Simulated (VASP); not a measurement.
Input:

```
CELL_PARAMETERS angstrom
      0.00000     1.95840     1.95840
      1.95840     0.00000     1.95840
      1.95840     1.95840     0.00000
ATOMIC_POSITIONS crystal
  Ir 0.00000 0.00000 0.00000
```

All values below come from PBE GGA, VASP's PBE PAW potentials (set 64) (plane waves; VASP). Run with 400 eV cut-off, 1×1×1 Γ-centred mesh, first-order Methfessel-Paxton smearing of 0.10 eV, potentials Ir.

Task: Give the stress tensor in GPa (positive for a compressed cell).

Result: 
```
-62.59    0.00    0.00
  0.00  -62.59    0.00
  0.00    0.00  -62.59
```
The pressure is its mean diagonal, -62.59 GPa.

The compound is Ir in the fcc structure. The cell was not relaxed at this level. The k-mesh is coarse (spacing up to 2.78 per Å, 2π included), so the numbers may not be converged in it. The run is one of a series of settings (KPOINTS 1×1×1 Γ-centred mesh against the base run), some of them coarse on purpose.
